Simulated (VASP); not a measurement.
```
Ba3GaN3
1.0
    8.06910     0.00000     0.00000
   -4.03455     6.98805     0.00000
    0.00000     0.00000     5.78788
Ba Ga N
6 2 6
Direct
  0.93063   0.63826   0.25000
  0.06937   0.36174   0.75000
  0.29237   0.93063   0.75000
  0.70763   0.06937   0.25000
  0.36174   0.29237   0.25000
  0.63826   0.70763   0.75000
  0.66667   0.33333   0.75000
  0.33333   0.66667   0.25000
  0.89119   0.58199   0.75000
  0.10881   0.41801   0.25000
  0.30920   0.89119   0.25000
  0.69080   0.10881   0.75000
  0.41801   0.30920   0.75000
  0.58199   0.69080   0.25000
```

Method: r2SCAN meta-GGA, VASP's PBE PAW potentials (set 64) (plane waves; VASP). Numerical set-up: LREAL = Auto, 520 eV cut-off, 3×3×4 Γ-centred mesh, Gaussian smearing of 0.050 eV, potentials Ba_sv Ga_d N.

Unless said otherwise, spin-orbit coupling is left out, though it shifts the bands of the heavy elements here.

Predict the energy per atom (σ→0), band gap (on the k-mesh) with the smallest direct gap where there is one.

```yaml
band gap (on the k-mesh): 0.57 eV
smallest direct gap (on the k-mesh): 0.66 eV
energy per atom (σ→0): -17.543 eV/atom
```

Total energies compare only between runs with the same potentials, cut-off and functional.

The structure comes from a computed database's Ba3GaN3 entry (P6_3/m); how it stands against other phases isn't given here. It was relaxed first. The start is the result of an earlier pass.
